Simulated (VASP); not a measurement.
Given:

```xyz
5
Lattice="3.8020 0.0000 0.0000 0.0000 3.8020 0.0000 0.0000 0.0000 3.8020" Properties=species:S:1:pos:R:3 pbc="T T T"
Cd     0.0000     0.0000     0.0000
Ni     1.9010     1.9010     0.0000
Ni     0.0000     1.9010     1.9010
Ni     1.9010     0.0000     1.9010
N      1.9010     1.9010     1.9010
```

All values below come from PBEsol GGA with spin-orbit coupling, VASP's PBE PAW potentials (set 64) (plane waves; VASP). Settings: 520 eV cut-off, 7×7×7 Γ-centred mesh, Gaussian smearing of 0.050 eV, potentials Cd Ni N.

Problem. Estimate the energy per atom (σ→0), band gap (over mesh and band path) with the smallest direct gap where there is one.

Solution. 
```yaml
band gap (over mesh and band path): none (metal, semimetal or under 0.01 eV)
energy per atom (σ→0): -560.2 kJ/mol of atoms
```

The structure comes from a computed database's CdNi3N entry (Pm-3m); how it stands against other phases isn't given here. It was relaxed first.
